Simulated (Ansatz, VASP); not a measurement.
# Ag2IBr: VASP beside Ansatz, part 2 of 2

One calculation is typed for both programs; each brings its own data sets and cutoff. How far apart do they land? The cell is invented: As first built, before any earlier steps moved the atoms: it takes the AgI structure with some of its atoms replaced by other elements, volume scaled by an estimate. It may not be a known or stable phase. The cell comes out of the VASP series on this material, whose earlier steps may have relaxed, scaled or displaced it; both programs get it as it stands.

VASP 6.6.1 and Ansatz 0.2.0.

So far: Starting point; VASP: relaxation of cell and atoms, r2SCAN with rVV10.

### 3. Ansatz: relaxation of cell and atoms, r2SCAN with rVV10

Level of this step: Ansatz beside VASP: Kohn-Sham DFT, plane waves, r2SCAN with rVV10 (Ansatz).

Ansatz runs on its default PAW (the set named soft_2) files.

The same cell, functional, mesh and smearing now go to Ansatz, which takes its cutoff from its data sets.

The input, input.yaml:

```yaml
crystal:
  lattice:
    - [2.2582845976, 1.2969698912, 7.287450704]
    - [-2.2497318091, 1.3043363486, 7.2836470338]
    - [0.0106454564, -2.6036041561, 7.2859439082]
  atoms:
    - { symbol: I, position: [0.6274258441, 0.6217448696, 0.6240437516] }
    - { symbol: Ag, position: [0.4969449635, 0.4965933403, 0.4934671339] }
    - { symbol: Ag, position: [0.006181753, 0.0027978114, 0.0044848231] }
    - { symbol: Br, position: [0.1307884395, 0.1259749787, 0.1253572914] }
hamiltonian:
  xc: r2scan
  pseudopotentials: { kind: paw }
  dispersion: rvv10
kpoints:
  mp_grid: { grid: [7, 7, 7] }
scf:
  occupations: { method: fermi_dirac, width: 0.05 }
relax:
  f_tol: 0.01
  max_steps: 60
  cell: { stress_tol: 0.05 }
output:
  forces: true
  stress: true
```

Launch:

```bash
$ ansatz run input.yaml --threads 4 --pin off --max-ram 9216MiB --backend cpu --events-out ev --progress --plain --runs-dir out
```

Numbers of over 12 decimals in the logs are rounded to 6 here.

The log of the run:

```text
basis.fft_grid_basis auto: the FFT boxes are laid along the combinations [[1, 0, -1], [-1, 1, 0], [0, 1, 0]] of the cell's own vectors, 4.502, 4.508 and 7.734 Å long. The dense box has 40×40×64 points. Along the cell's own vectors, as sized, it would have 64×64×64, 2.56 times as many. basis.fft_grid_basis: typed keeps the cell's own vectors: state it where this run's energies or levels are differenced outside the engine with another run's, or held beside a run that keeps those vectors.
Engine: ansatz 0.2.0, aarch64-unknown-linux-gnu
Pseudopotentials: kind: paw
Pseudopotential: I, paw, valence charge 17, recommended cutoff 500 eV (meta_gga), I.paw.azcp
Pseudopotential: Ag, paw, valence charge 19, recommended cutoff 500 eV (meta_gga), Ag.paw.azcp
Pseudopotential: Br, paw, valence charge 7, recommended cutoff 500 eV (meta_gga), Br.paw.azcp
Functional definition: r2SCAN+rVV10
  parameter k0 = 0.174
  parameter k1 = 0.065
  parameter a1 = 4.9479
  exchange = r2scan_x(k0 = k0, k1 = k1, a1 = a1)
  correlation = r2scan_c + rvv10(11.95, 0.0093)
Crystal: 4 atoms, lattice volume = 128.231 Å³
Basis set: ecut = 500 eV, 3277 PW (Γ), FFT grids on a1−a3, −a1+a2, a2, exchange–correlation on 160×160×256 points (64 copies of the dense FFT grid, shifted against one another)
Bands: 38, of which v1, the nominal top of the filled ones, is band 31 counted from 1 (30 counted from 0)
Symmetry: 1 space group operations
Space group: P1 (ITA 1), of the structure as read, at distance tolerance 5.0e-5 Å
k-points: 172 of 343 (time reversal used)
Non-local potential: I, projectors of the file, l = 0: 2, l = 1: 2, l = 2: 2, l = 3: 2
Non-local potential: Ag, projectors of the file, l = 0: 3, l = 1: 2, l = 2: 2, l = 3: 1
Non-local potential: Br, projectors of the file, l = 0: 2, l = 1: 2, l = 2: 2
PAW form: soft (Blöchl's): semilocal exchange-correlation on the pseudo side does not see the compensation charge
rVV10 density: all electrons in the spheres
PAW frozen core: I, regenerated for the run's functional (the file was generated under x = pbe(κ = 0.804, μ = 0.219515), c = pbe(β = 0.066725))
PAW frozen core: Ag, regenerated for the run's functional (the file was generated under x = pbe(κ = 0.804, μ = 0.219515), c = pbe(β = 0.066725))
PAW frozen core: Br, regenerated for the run's functional (the file was generated under x = pbe(κ = 0.804, μ = 0.219515), c = pbe(β = 0.066725))
PAW one-centre angular grid: I, 590 points (default); XC on 160 Gauss nodes
PAW one-centre angular grid: Ag, 590 points (default); XC on 160 Gauss nodes
PAW one-centre angular grid: Br, 302 points (default); XC on 160 Gauss nodes
Initial density: superposition of atomic densities (neutral atoms: chi_scale 0, normalization atom), corrected by the library's trained network
Initial wavefunctions: pseudopotential atomic-orbital guess
Functional: x = r2scan, c = r2scan + rvv10(b = 11.95, C = 0.0093); τ floored in thin density (d = 2e-4 eV/Å³)
SCF iter   1: F=—  HF=-25523.007099 eV  |F-HF|=—  |Δ(HF+E_count)|=         —  Δρ=5.53e-3  dr2=3.26e-2  dr2_τ=9.01e-3  ethr=1.77e-3  ⟨swp⟩=8.3  Hψ=30755  notcnv=0  defer=17
preconditioner: auto → Resta (q_TF=auto, 2.417 Å⁻¹)  ε∞=4.7  [insulator: Δε(μ)=1.387 eV  Ē_g=10.178 eV  σ=0.050 eV  W_gap=1.00  n_scr=28 (ndim 8)  ℏωp=19.7 eV  f_vac=0.206  D(μ)=0.00/eV (n_scr^D=0)  ε∞_Penn≈4.7]
SCF iter   2: F=—  HF=-25523.012035 eV  |F-HF|=—  |Δ(HF+E_count)|=   4.94e-3  Δρ=2.71e-3  dr2=4.47e-3  dr2_τ=1.06e-3  ethr=5.25e-5  ⟨swp⟩=2.1  Hψ=11604  notcnv=0  defer=383
SCF iter   3: F=—  HF=-25523.013219 eV  |F-HF|=—  |Δ(HF+E_count)|=   1.18e-3  Δρ=1.03e-3  dr2=9.03e-4  dr2_τ=5.50e-5  ethr=7.22e-6  ⟨swp⟩=2.4  Hψ=9300  notcnv=0  defer=211
automatic band count: iteration 3 solves 37 bands in place of 38: the levels show a gap, and the empty bands left out lie too high to hold charge; the band table lists the bands solved (type scf.n_extra_bands for more)
SCF iter   4: F=—  HF=-25523.013530 eV  |F-HF|=—  |Δ(HF+E_count)|=   3.12e-4  Δρ=1.87e-4  dr2=7.93e-5  dr2_τ=3.09e-6  ethr=1.46e-6  ⟨swp⟩=2.0  Hψ=9130  notcnv=0  defer=211
SCF iter   5: F=—  HF=-25523.013586 eV  |F-HF|=—  |Δ(HF+E_count)|=   5.52e-5  Δρ=7.07e-5  dr2=1.10e-5  dr2_τ=2.07e-7  ethr=1.28e-7  ⟨swp⟩=2.0  Hψ=7946  notcnv=0  defer=211
SCF iter   6: F=—  HF=-25523.013587 eV  |F-HF|=—  |Δ(HF+E_count)|=   1.56e-6  Δρ=2.63e-5  dr2=8.22e-7  dr2_τ=5.67e-8  ethr=1.77e-8  ⟨swp⟩=2.0  Hψ=9077  notcnv=0  defer=211
SCF iter   7: F=—  HF=-25523.013587 eV  |F-HF|=—  |Δ(HF+E_count)|=   5.98e-8  Δρ=1.33e-5  dr2=2.37e-7  dr2_τ=1.47e-8  ethr=1.61e-10  ⟨swp⟩=5.9  Hψ=25777  notcnv=0
SCF iter   8: F=-25523.013587 eV  HF=-25523.013587 eV  |F-HF|=1.32e-9  |Δ(HF+E_count)|=   1.75e-8  Δρ=2.97e-6  dr2=1.61e-8  dr2_τ=5.16e-10  ethr=1.61e-10  ⟨swp⟩=5.0  Hψ=22005  notcnv=0
SCF 1 converged in 8 iterations: F = -25523.013587 eV  dr2 = 1.61e-8
  greatest PAW one-centre occupation: 1.002 electrons in one spin orbital (limit 2), on the Ag atom at site 1 (counted from 0), in its partial waves of l = 1
relax step   1: F+E_penalty+E_count = -25523.01358712 eV  Δ(F+E_penalty+E_count) = +0.000e0 eV  max|allowed force component| = 1.163e-2 eV/Å  Δτ_max = 0.0000 Å  P = +0.018 GPa  Ω = 128.231 Å³  (8 SCF iters, dr2 threshold 1.00e-7 eV, accepted)
[...]
relax step   2: F+E_penalty+E_count = -25523.01360124 eV  Δ(F+E_penalty+E_count) = -1.412e-5 eV  max|allowed force component| = 6.485e-3 eV/Å  Δτ_max = 0.0031 Å  P = -0.004 GPa  Ω = 128.324 Å³  energy of the carried Pulay correction = -2.160e-5 eV  (6 SCF iters, dr2 threshold 8.46e-9 eV, accepted)
[...]
relax step   3: F+E_penalty+E_count = -25523.01362073 eV  Δ(F+E_penalty+E_count) = -1.950e-5 eV  max|allowed force component| = 6.480e-3 eV/Å  Δτ_max = 0.0000 Å  P = -0.003 GPa  Ω = 128.324 Å³  stress off target by 7.10e-3 GPa  SCF on the basis re-selected at this cell (its energy is not comparable with the rows above)  (5 SCF iters)
basis re-selected at this cell: Δ(F+E_penalty+E_count) = -1.950e-5 eV, ΔP = +0.000 GPa vs the last step (what re-selecting the basis moved, of the pressure what is left beyond the Pulay correction that the steps carried, after the strain that the cell walked since its last selection, with what the two solves' SCF thresholds leave and, on support functions, any second-order correction that the steps lacked; it is no m [...]
SCF converged after 5 iterations
Free energy (F): -25523.013621 eV
Harris-Foulkes:  -25523.013621 eV  (|F-HF|=7.28e-12)
Internal energy: -25523.013621 eV  (E = F + TS)
E sigma→0 (E₀):  -25523.013621 eV
Entropy (-TS):   -0.000000 eV (-0.000 meV/atom)
Fermi energy:    6.555068 eV
--- Per-component energies (eV) ---
  E_band       = -1279.518823
  E_kinetic    = 1378.981507
  E_local      = -9502.183708  (includes V_loc(G=0)·N_el)
  E_nonlocal   = 148.194476
  E_hartree    = 4359.644798
  E_xc         = -717.329605
  E_vxc        = -772.958976  (∫ρ·V_xc dr)
  E_paw        = -14959.964795  (= ΣΔE_a)
  E_vpaw       = -1302.363030  (= ΣTr[D̂ρ^β])
  E_aug_tail   = 0.000072  (compensation charges beyond the density's cutoff)
  E_vtau       = 51.520834  (kinetic-family band-sum trace: ∫τ·v_τ [+ j·A + Jᵃ·Aᵃ] dr)
  E_ewald      = -6229.252603
  E_core_change = -1.103762  (= ΣΔE_core)
  E_smearing   = -0.000000  (= −TS)
  E_closure    = -0.000000  (closes the sum)
  Σ components = -25523.013621   (vs F -25523.013621, Δ=0.00e0)
--- Forces (eV/Å), atoms counted from 1 ---
  atom   1  I     -0.00233954     0.00036994    -0.00576380
  atom   2  Ag     0.00258709    -0.00006984     0.00233612
  atom   3  Ag     0.00207188    -0.00022332    -0.00305471
  atom   4  Br    -0.00231959    -0.00007674     0.00647871
  max |Σ_I F_I| component: 3.69e-6 eV/Å
--- Stress (GPa, compression-positive) ---
       -0.001288       0.002655      -0.000584
        0.002655      -0.002152       0.000002
       -0.000584       0.000002      -0.007020
  P = ⅓ Tr σ = -0.0035 GPa (-0.035 kbar)
--- Relaxed structure (2 steps of the walk, 2 accepted, 1 SCFs on fresh bases) ---
  F+E_penalty+E_count = -25523.01362073 eV   max|allowed force component| = 6.480e-3 eV/Å   (the final SCF, on the basis selected at the relaxed cell)
  cell:  # Å, volume = 128.3239 Å³
    - [2.257742, 1.298360, 7.290126]
    - [-2.250701, 1.304215, 7.287059]
    - [0.00857956, -2.603830, 7.288802]
  atoms:
    - { symbol: I, position: [0.627755, 0.621565, 0.624289] }
    - { symbol: Ag, position: [0.497090, 0.496392, 0.493437] }
    - { symbol: Ag, position: [0.00617567, 0.00278963, 0.00438655] }
    - { symbol: Br, position: [0.130320, 0.126365, 0.125240] }
```

It took 2.1 min on 4 threads of Arm Neoverse V2, shared host; peak memory 1.4 GiB.

### 4. Side by side

Known differences besides the PAW data sets themselves: VASP keeps PBE cores, Ansatz makes them for the functional; both relaxations stop at a tolerance, which leaves soft axes loose, and VASP keeps its plane-wave basis; the data sets hold 62 valence electrons in Ansatz (default PAW (the set named soft_2) files) and 36 in VASP; the cutoff is 500 eV in Ansatz and 400 eV in VASP; Ansatz adds a Pulay correction to the stress that steers its cell, VASP none. Total energies have different zeros and are not compared.

Both answers:

```tsv
quantity	Ansatz	VASP	difference
volume (Å³)	128.32	128.23	+0.08 %
edge a after relaxation, in the typed setting (Å)	7.741	7.740	+0.02 %
edge b after relaxation, in the typed setting (Å)	7.737	7.736	+0.02 %
edge c after relaxation, in the typed setting (Å)	7.740	7.738	+0.02 %
```

The walks stopped with 0.00 GPa left in Ansatz and -0.04 GPa in VASP; each walk ends within a tolerance, so the volume difference is uncertain by about these residues over the bulk modulus, most in soft cells.

### 5. Outcome

| Quantity | Value |
| --- | --- |
| difference in volume (relaxation of cell and atoms, r2SCAN with rVV10) | 0.077 % |

In words: The difference in volume is 0.077 % (relaxation of cell and atoms, r2SCAN with rVV10), within the 1.2 % picked in this series as the mark of a large difference, as far as the stopping tolerances let one tell. Differences of this kind measure data sets and numerical settings, not the functional's error against experiment.

[Lines on the potential files, build, host, timing and source positions are cut from VASP's logs without a mark.]

[Logs are printed without paths, hosts, clocks, repeated set-up lines and the standing remarks that a program may print on its own settings, such as how far it seeks lower states.]

[Hosts, paths, dates, database ids (printed as entryN), source tags and the programs' standing remarks are cut or masked in the printed files.]
